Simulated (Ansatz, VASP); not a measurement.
# Cross-check of AlSi23O48 ([AlO4]0 centre in alpha-quartz) between VASP and Ansatz, part 3 of 4

One calculation is typed for both programs; each brings its own data sets. How far apart do they land? Of the first pair: The structure shown is the start of the Ansatz relaxation below; VASP solves that cell, so the two are compared at the walk's first step.

VASP 6.6.1 and Ansatz 0.2.0.

So far. Step 3 (VASP: single point, PBE, start cell, pair 1): The run ends at a pressure of 4.81 GPa, with forces up to 10 eV/Å.

**6. VASP: single point, PBE, relaxed cell, pair 2**

Level of this step: PBE, spin-polarised from a ferromagnetic start; plane waves and PAW (Si, O, Al) (VASP).

The same cell, functional, mesh and smearing now go to VASP, with its own data sets.

File INCAR:

```
SYSTEM = AlSi23O48
PREC = Accurate
ENCUT = 520
EDIFF = 1E-06
NELM = 200
ISMEAR = -1
SIGMA = 0.01
LREAL = Auto
ALGO = Normal
GGA = PE
NBANDS = 248
ISPIN = 2
MAGMOM = -0 -0 -0 -0 -0 -0 0 -0 -0 -0 -0 0 -0 -0 -0 -0 -0 -0 -0 -0 -0 -0 -0 0.14 0.03 0 0 0 0.11 0 0 0.1 0.14 0.03 0 0.03 0.02 0.01 0 0.01 0.01 0 0 0 0 0 0 0 0 0 0.01 0.01 0 0.01 0.01 0.01 0.02 0.02 0.01 0 0 0 0 0 0 0 0 0 0 0 0 -0
LORBIT = 11
LWAVE = .FALSE.
LCHARG = .FALSE.
ISIF = 2
ISYM = 0
NUPDOWN = 1
LASPH = .TRUE.
GGA_COMPAT = .FALSE.
NCORE = 2
```

File POSCAR:

```
AlSi23O48
1.0
   10.0366768599     -0.0000000001      0.0000000000
   -5.0183384300      8.6920171302      0.0000000000
    0.0000000000      0.0000000000     11.0179481400
Si O Al
23 48 1
Direct
    0.2370509162      0.9995852821      0.3299254974
    0.0029129801      0.2390145271      0.1668935498
    0.2650982163      0.2654097648      0.9994515660
    0.2396064770      0.0033791338      0.8321399091
    0.0000671422      0.2379223086      0.6693333497
    0.2366202005      0.5073599604      0.3312091062
    0.9973396129      0.7330452454      0.1660748965
    0.2609373934      0.7636359792      0.9988175979
    0.2380732060      0.5010733311      0.8330509351
    0.0009890466      0.7408494139      0.6665857324
    0.2615833152      0.7659540516      0.4981717852
    0.7405576374      0.0009123792      0.3326241800
    0.5005904407      0.2384811977      0.1660920415
    0.7632277286      0.2605461809      0.0002980685
    0.7332665338      0.9971074168      0.8330040323
    0.5080453437      0.2364922753      0.6676958829
    0.7665285243      0.2616828924      0.5010595671
    0.7367795069      0.4971404503      0.3348006959
    0.5000082577      0.7426163821      0.1642616208
    0.7608149782      0.7606912922      0.9996285631
    0.7423837129      0.4999282674      0.8348547393
    0.4970527417      0.7363668291      0.6643852473
    0.7603995598      0.7604095602      0.4995460765
    0.2059588559      0.1303019896      0.3854762532
    0.3708889274      0.0767753402      0.2260418322
    0.4243754671      0.2959816439      0.0629690587
    0.1322955845      0.2099402570      0.1031539886
    0.0786599348      0.3749934643      0.2680303232
    0.2972664965      0.4406445593      0.4371132630
    0.2108492914      0.1332087070      0.8953833834
    0.3757303991      0.0784761551      0.7310235326
    0.4413918576      0.2966254002      0.5614314375
    0.1317018185      0.2073018543      0.6149277715
    0.0759980923      0.3716968893      0.7732560358
    0.2951573721      0.4246978288      0.9363879249
    0.2024904596      0.6362553496      0.3911539007
    0.3675388145      0.5843211106      0.2255249965
    0.4218673629      0.7994288689      0.0622537467
    0.1247030829      0.7025852222      0.1001946062
    0.0790525194      0.8648457404      0.2696272639
    0.2950004371      0.9269750193      0.4364612756
    0.2101351520      0.6319352879      0.8948146206
    0.3682521094      0.5766377860      0.7272131976
    0.4195901564      0.7919380621      0.5607071322
    0.1294072483      0.7108496182      0.6023126284
    0.0802345555      0.8763448368      0.7679787326
    0.2888877631      0.9224428289      0.9373823961
    0.7108356733      0.1295305501      0.3968273684
    0.8757235678      0.0796614297      0.2309262834
    0.9219234615      0.2888566575      0.0620467292
    0.6310383322      0.2100344225      0.1039730916
    0.5769795024      0.3685425818      0.2718635438
    0.7920742842      0.4196232200      0.4385965188
    0.7022222275      0.1239187225      0.8992872881
    0.8650572494      0.0798541365      0.7295338880
    0.9280492967      0.2951677847      0.5618742737
    0.6376657505      0.2028498525      0.6086715529
    0.5841719995      0.3675938888      0.7734242169
    0.7992132723      0.4213642913      0.9365590829
    0.7073086448      0.6270225570      0.3966707002
    0.8685446546      0.5740304181      0.2297470614
    0.9186077239      0.7911628706      0.0653763785
    0.6256101169      0.7079366987      0.1008461338
    0.5812803983      0.8751999137      0.2675273790
    0.7920276050      0.9192908073      0.4353612585
    0.7072880663      0.6249837636      0.8987078547
    0.8752306587      0.5817845734      0.7318860955
    0.9192824041      0.7922868773      0.5639315046
    0.6267569638      0.7067647233      0.6022894777
    0.5744356215      0.8681793313      0.7693373909
    0.7918038321      0.9184367787      0.9334103807
    0.2699437376      0.2695402250      0.4999081337
```

File KPOINTS:

```
Points of the shifted mesh
1
Reciprocal
 0.2500000000  0.2500000000  0.2500000000 1
```

The projector-augmented-wave data sets are Si, O and Al (PBE family, release 64).

On the command line:

```
$ mpirun -np 8 vasp_std
```

Numbers of over 12 decimals in the logs are rounded to 6 here.

What it wrote:

```text
[... set-up lines as in an earlier step ...]
 entering main loop
       N       E                     dE             d eps       ncg     rms          rms(c)
DAV:   1     0.248361366857E+04    0.24836E+04   -0.19892E+05  1000   0.142E+03
DAV:   2    -0.425537751274E+03   -0.29092E+04   -0.28361E+04  1184   0.335E+02
DAV:   3    -0.635596038161E+03   -0.21006E+03   -0.20869E+03  1200   0.946E+01
DAV:   4    -0.639076694425E+03   -0.34807E+01   -0.34684E+01  1216   0.130E+01
[...]
DAV:  20    -0.565117950841E+03   -0.40774E-05   -0.18801E-05  1104   0.870E-03    0.122E-02
DAV:  21    -0.565117953455E+03   -0.26144E-05   -0.10003E-05   960   0.685E-03    0.110E-02
DAV:  22    -0.565117953705E+03   -0.24958E-06   -0.17262E-06   848   0.355E-03
   1 F= -.56511795E+03 E0= -.56511752E+03  d E =-.863668E-03  mag=     1.0000
```

Parts of OUTCAR (step 6):

```text
  Total        3.7804673      2.7818877      2.9661952     -0.9910673      0.0551460      0.2236884
  in kB        6.3015129      4.6370196      4.9442346     -1.6519712      0.0919207      0.3728574
  external PRESSURE =       5.2942557 kB  Pullay stress =       0.0000000 kB

 POSITION                                       TOTAL-FORCE (eV/Angst)
 -----------------------------------------------------------------------------------
     -2.63705      8.68841      3.63510         0.009403     -0.023886     -0.010191
     -1.17022      2.07752      1.83882         0.008719     -0.014112     -0.003606
      1.32879      2.30695     11.01191         0.010131      0.011808     -0.001897
      2.38790      0.02937      9.16847        -0.015717     -0.003118      0.001730
     -1.19330      2.06802      7.37468        -0.019017     -0.005729      0.009282
     -0.17122      4.40998      3.64924        -0.028724      0.003810     -0.023168
      6.33131      6.37164      1.82980         0.000970     -0.014013     -0.007391
     -1.21324      6.63754     11.00492         0.002143      0.012717     -0.004623
     -0.12509      4.35534      9.17851        -0.010056      0.007549     -0.003327
     -3.70791      6.43948      7.34441        -0.000417     -0.003623     -0.000080
     -1.21839      6.65769      5.48883         0.008264      0.008606      0.007099
      7.42816      0.00793      3.66484        -0.004352     -0.002666      0.003220
      3.82749      2.07288      1.82999         0.005839     -0.003473     -0.001767
      6.35276      2.26467      0.00328         0.007264      0.004521     -0.000450
[...]
-----------------------------------------------------------------------------------
    total drift:                                0.002633      0.000713     -0.017629

  FREE ENERGIE OF THE ION-ELECTRON SYSTEM (eV)
  ---------------------------------------------------
  free  energy   TOTEN  =      -565.1179537046 eV

  energy  without entropy=     -565.1170900364  energy(sigma->0) =     -565.11752187

 magnetization (x)
# of ion       s       p       d       tot
------------------------------------------
    1       -0.001  -0.002   0.000  -0.003
    2       -0.000  -0.000   0.000  -0.000
    3       -0.000  -0.000   0.000  -0.000
    4       -0.000  -0.000   0.000  -0.000
    5       -0.001  -0.002   0.000  -0.003
    6       -0.001  -0.002   0.000  -0.003
    7       -0.000   0.000   0.000   0.000
    8       -0.000  -0.000   0.000  -0.000
    9       -0.000  -0.000   0.000  -0.000
   10       -0.000  -0.000   0.000  -0.000
   11       -0.000  -0.001   0.000  -0.001
   12        0.000  -0.000   0.000  -0.000
   13       -0.000  -0.000   0.000  -0.001
[...]
--------------------------------------------------
tot          0.005   0.819   0.000   0.825

[... 1 part as in an earlier step ...]

[... 2 further parts left out ...]
[key lines of the parts left out:]
E-fermi :   0.7502
```

The run ends at a pressure of 0.53 GPa, with forces up to 0.078 eV/Å.

**7. Differences**

What differs besides the data sets and the points named for the pairs above, as far as they apply: site moments are counted in spheres of each program's own size. Total energies have different zeros and are not compared.

The two programs side by side:

```
                             quantity  Ansatz  VASP  difference
total moment, fixed by the input (μB)    1.00  1.00        0.00
                   moment on O33 (μB)    0.14  0.15       -0.01
                   moment on O24 (μB)    0.14  0.15       -0.01
                   moment on O29 (μB)    0.11  0.12       -0.01
                   moment on O32 (μB)    0.10  0.12       -0.01
```

At this near-relaxed geometry the largest component of a force difference is 47 meV/Å.

**8. Ansatz: single point, PBE, pair 3**

A single point gives forces, pressure and levels at one fixed geometry, so differences don't come from the geometry; what else differs is listed under the comparison.

The cell is taken from a series of runs on this material, whose earlier steps may have relaxed, scaled, displaced or heated it; both programs get it as it stands.

File input.yaml:

```yaml
crystal:
  lattice:
    - [10.03667686, 0.0, 0.0]
    - [-5.01833843, 8.69201713, 0.0]
    - [0.0, 0.0, 11.01794814]
  atoms:
    - { symbol: Si, position: [0.237050916, -0.000414718, 0.329925497] }
    - { symbol: Si, position: [0.00291298, 0.239014527, 0.16689355] }
    - { symbol: Si, position: [0.265098216, 0.265409765, -0.000548434] }
    - { symbol: O, position: [0.205958856, 0.13030199, 0.385476253] }
    - { symbol: O, position: [0.370888927, 0.07677534, 0.226041832] }
    - { symbol: O, position: [0.424375467, 0.295981644, 0.062969059] }
    - { symbol: O, position: [0.132295585, 0.209940257, 0.103153989] }
    - { symbol: O, position: [0.078659935, 0.374993464, 0.268030323] }
    - { symbol: O, position: [0.297266496, 0.440644559, 0.437113263] }
    - { symbol: Si, position: [0.239606477, 0.003379134, 0.832139909] }
    - { symbol: Si, position: [6.7142e-05, 0.237922309, 0.66933335] }
    - { symbol: Al, position: [0.269943738, 0.269540225, 0.499908134] }
    - { symbol: O, position: [0.210849291, 0.133208707, 0.895383383] }
    - { symbol: O, position: [0.375730399, 0.078476155, 0.731023533] }
    - { symbol: O, position: [0.441391858, 0.2966254, 0.561431437] }
    - { symbol: O, position: [0.131701818, 0.207301854, 0.614927772] }
    - { symbol: O, position: [0.075998092, 0.371696889, 0.773256036] }
    - { symbol: O, position: [0.295157372, 0.424697829, 0.936387925] }
    - { symbol: Si, position: [0.236620201, 0.50735996, 0.331209106] }
    - { symbol: Si, position: [-0.002660387, 0.733045245, 0.166074896] }
    - { symbol: Si, position: [0.260937393, 0.763635979, -0.001182402] }
    - { symbol: O, position: [0.20249046, 0.63625535, 0.391153901] }
    - { symbol: O, position: [0.367538814, 0.584321111, 0.225524997] }
    - { symbol: O, position: [0.421867363, 0.799428869, 0.062253747] }
    - { symbol: O, position: [0.124703083, 0.702585222, 0.100194606] }
    - { symbol: O, position: [0.079052519, 0.86484574, 0.269627264] }
    - { symbol: O, position: [0.295000437, 0.926975019, 0.436461276] }
    - { symbol: Si, position: [0.238073206, 0.501073331, 0.833050935] }
    - { symbol: Si, position: [0.000989047, 0.740849414, 0.666585732] }
    - { symbol: Si, position: [0.261583315, 0.765954052, 0.498171785] }
    - { symbol: O, position: [0.210135152, 0.631935288, 0.894814621] }
    - { symbol: O, position: [0.368252109, 0.576637786, 0.727213198] }
    - { symbol: O, position: [0.419590156, 0.791938062, 0.560707132] }
    - { symbol: O, position: [0.129407248, 0.710849618, 0.602312628] }
    - { symbol: O, position: [0.080234556, 0.876344837, 0.767978733] }
    - { symbol: O, position: [0.288887763, 0.922442829, 0.937382396] }
    - { symbol: Si, position: [0.740557637, 0.000912379, 0.33262418] }
    - { symbol: Si, position: [0.500590441, 0.238481198, 0.166092042] }
    - { symbol: Si, position: [0.763227729, 0.260546181, 0.000298069] }
    - { symbol: O, position: [0.710835673, 0.12953055, 0.396827368] }
    - { symbol: O, position: [0.875723568, 0.07966143, 0.230926283] }
    - { symbol: O, position: [0.921923461, 0.288856657, 0.062046729] }
    - { symbol: O, position: [0.631038332, 0.210034423, 0.103973092] }
    - { symbol: O, position: [0.576979502, 0.368542582, 0.271863544] }
    - { symbol: O, position: [0.792074284, 0.41962322, 0.438596519] }
    - { symbol: Si, position: [0.733266534, -0.002892583, 0.833004032] }
    - { symbol: Si, position: [0.508045344, 0.236492275, 0.667695883] }
    - { symbol: Si, position: [0.766528524, 0.261682892, 0.501059567] }
    - { symbol: O, position: [0.702222228, 0.123918722, 0.899287288] }
    - { symbol: O, position: [0.865057249, 0.079854137, 0.729533888] }
    - { symbol: O, position: [0.928049297, 0.295167785, 0.561874274] }
    - { symbol: O, position: [0.637665751, 0.202849852, 0.608671553] }
    - { symbol: O, position: [0.584171999, 0.367593889, 0.773424217] }
    - { symbol: O, position: [0.799213272, 0.421364291, 0.936559083] }
    - { symbol: Si, position: [0.736779507, 0.49714045, 0.334800696] }
    - { symbol: Si, position: [0.500008258, 0.742616382, 0.164261621] }
    - { symbol: Si, position: [0.760814978, 0.760691292, -0.000371437] }
    - { symbol: O, position: [0.707308645, 0.627022557, 0.3966707] }
    - { symbol: O, position: [0.868544655, 0.574030418, 0.229747061] }
    - { symbol: O, position: [0.918607724, 0.791162871, 0.065376379] }
    - { symbol: O, position: [0.625610117, 0.707936699, 0.100846134] }
    - { symbol: O, position: [0.581280398, 0.875199914, 0.267527379] }
    - { symbol: O, position: [0.792027605, 0.919290807, 0.435361259] }
    - { symbol: Si, position: [0.742383713, 0.499928267, 0.834854739] }
    - { symbol: Si, position: [0.497052742, 0.736366829, 0.664385247] }
    - { symbol: Si, position: [0.76039956, 0.76040956, 0.499546076] }
    - { symbol: O, position: [0.707288066, 0.624983764, 0.898707855] }
    - { symbol: O, position: [0.875230659, 0.581784573, 0.731886096] }
    - { symbol: O, position: [0.919282404, 0.792286877, 0.563931505] }
    - { symbol: O, position: [0.626756964, 0.706764723, 0.602289478] }
    - { symbol: O, position: [0.574435621, 0.868179331, 0.769337391] }
    - { symbol: O, position: [0.791803832, 0.918436779, 0.933410381] }
basis:
  ecutwfc: 420
  xc_grid: 2
hamiltonian:
  xc: pbe
kpoints:
  mp_grid: { grid: [2, 2, 2], shift: [0.5, 0.5, 0.5] }
magnetization:
  spin_polarized: true
  initial_magnetization: 1
  spin_locking: { lock_magnetization: hard }
scf:
  occupations: { method: fermi_dirac, width: 0.01 }
  max_iter: 120
output:
  forces: true
  efg: {}
  eigenvalues: true
checkpoint:
  read: "../relax.run"
```

On the command line:

```
$ ansatz run input.yaml --threads 2 --pin off --max-ram 3768MiB --backend cpu --events-out ev --progress --plain --runs-dir out
```

What it wrote:

```text
[...]
Crystal: 72 atoms, lattice volume = 961.194 Å³
Basis set: ecut = 420 eV, 18781 PW (Γ), exchange–correlation on 144×144×150 points (8 copies of the dense FFT grid, shifted against one another)
Bands: 264, of which v1, the nominal top of the filled ones, is band 192 counted from 1 (191 counted from 0)
Symmetry: 1 space group operations
[...]
k-points: 4 of 8 (time reversal used)
[...]
SCF iter   9: F=—  HF=-42477.021047 eV  |F-HF|=—  |Δ(HF+E_count)|=   3.56e-8  Δρ=2.91e-6 (↑1.32e-6 ↓2.91e-6)  dr2=1.50e-7  dr2_m=1.67e-8  M=1.000 μB ∫|m|=1.097 μB  β_m=0.43  ethr=1.91e-10  ⟨swp⟩=2.0  Hψ=3282  notcnv=0
[...]
k-point 1 ↑: bands = [... 188 lower, 1.8609, 1.8819, 1.9112, 1.9516, 8.4455, 9.1083, 9.1305, 9.2955, ... 68 higher]
  k-point 2 ↑: bands = [... 188 lower, 1.8683, 1.8835, 1.9088, 1.9556, 8.0385, 9.0118, 9.3865, 9.8272, ... 68 higher]
  k-point 3 ↓: bands = [... 188 lower, 1.9045, 2.0262, 2.0663, 2.1466, 8.0498, 9.0133, 9.3750, 9.8515, ... 68 higher]
```

(Continued in part 4 of 4.)

[Lines on the potential files, build, host, timing and source positions are cut from VASP's logs without a mark.]

[Logs are printed without paths, hosts, clocks, repeated set-up lines and the standing remarks that a program may print on its own settings, such as how far it seeks lower states.]

[Hosts, paths, dates, database ids (printed as entryN), source tags and the programs' standing remarks are cut or masked in the printed files.]
